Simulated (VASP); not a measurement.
Method: PBEsol GGA, VASP's PBE PAW potentials (set 64) (plane waves; VASP).

A VASP calculation is set up with these files.

### POSCAR
```
K
1
   -2.5522891392     2.5522891392     2.5522891392
    2.5522891392    -2.5522891392     2.5522891392
    2.5522891392     2.5522891392    -2.5522891392
K
1
Direct
  0.0000000000   0.0000000000   0.0000000000
```

### KPOINTS
```
Automatic mesh
0
Gamma
10 10 10
0 0 0
```

**INCAR**
```
SYSTEM = K
PREC = Accurate
ENCUT = 520
EDIFF = 1E-7
NELM = 100
ALGO = Normal
LREAL = .FALSE.
LASPH = .TRUE.
ISMEAR = 1
SIGMA = 0.1
GGA = PS
LWAVE = .FALSE.
LCHARG = .FALSE.
ISIF = 2
```

POTCAR, in this order: K_sv (PBE.64 set). Program: vasp_std.

Output

### OSZICAR
```
       N       E                     dE             d eps       ncg     rms          rms(c)
DAV:   1     0.492742805438E+02    0.49274E+02   -0.38561E+03   752   0.886E+02
DAV:   2     0.502886081165E+00   -0.48771E+02   -0.48620E+02   752   0.222E+02
DAV:   3    -0.110472960388E+01   -0.16076E+01   -0.15977E+01  1264   0.366E+01
DAV:   4    -0.112907264949E+01   -0.24343E-01   -0.24340E-01  1080   0.414E+00
DAV:   5    -0.112937312674E+01   -0.30048E-03   -0.30046E-03  1328   0.303E-01    0.222E+00
DAV:   6    -0.112696484409E+01    0.24083E-02   -0.42029E-03  1136   0.549E-01    0.144E+00
DAV:   7    -0.112640988627E+01    0.55496E-03   -0.72520E-03  1152   0.659E-01    0.984E-02
DAV:   8    -0.112639471633E+01    0.15170E-04   -0.58130E-04  1112   0.306E-01    0.292E-02
DAV:   9    -0.112640973061E+01   -0.15014E-04   -0.23609E-05  1176   0.479E-02    0.202E-02
DAV:  10    -0.112640828404E+01    0.14466E-05   -0.66001E-06  1200   0.234E-02    0.379E-03
DAV:  11    -0.112640801033E+01    0.27370E-06   -0.19318E-07  1072   0.462E-03    0.666E-04
DAV:  12    -0.112640792265E+01    0.87679E-07   -0.92189E-09   784   0.853E-04
   1 F= -.11264079E+01 E0= -.11260536E+01  d E =-.106301E-02
```

### OUTCAR
```
------------------------ aborting loop because EDIFF is reached ----------------------------------------
  FORCE on cell =-STRESS in cart. coord.  units (eV):
  Direction    XX          YY          ZZ          XY          YZ          ZX
  --------------------------------------------------------------------------------------
  Total        0.1095198      0.1095198      0.1095198     -0.0000000      0.0000000     -0.0000000
  in kB        2.6384793      2.6384793      2.6384793     -0.0000000      0.0000000     -0.0000000
  external PRESSURE =       2.6384793 kB  Pullay stress =       0.0000000 kB
  volume of cell :       66.50
      direct lattice vectors                 reciprocal lattice vectors
    -2.552289139  2.552289139  2.552289139     0.000000000  0.195902569  0.195902569
     2.552289139 -2.552289139  2.552289139     0.195902569  0.000000000  0.195902569
     2.552289139  2.552289139 -2.552289139     0.195902569  0.195902569  0.000000000
 POSITION                                       TOTAL-FORCE (eV/Angst)
 -----------------------------------------------------------------------------------
      0.00000      0.00000      0.00000        -0.000000      0.000000      0.000000
 -----------------------------------------------------------------------------------
    total drift:                               -0.000000     -0.000000      0.000000
  FREE ENERGIE OF THE ION-ELECTRON SYSTEM (eV)
  ---------------------------------------------------
  free  energy   TOTEN  =        -1.1264079227 eV

  energy  without entropy=       -1.1253449147  energy(sigma->0) =       -1.12605359
```
(Selected blocks of OUTCAR.)

The compound is K in the bcc structure. This cell is one point of a volume scan, at 0.94 of the reference volume.
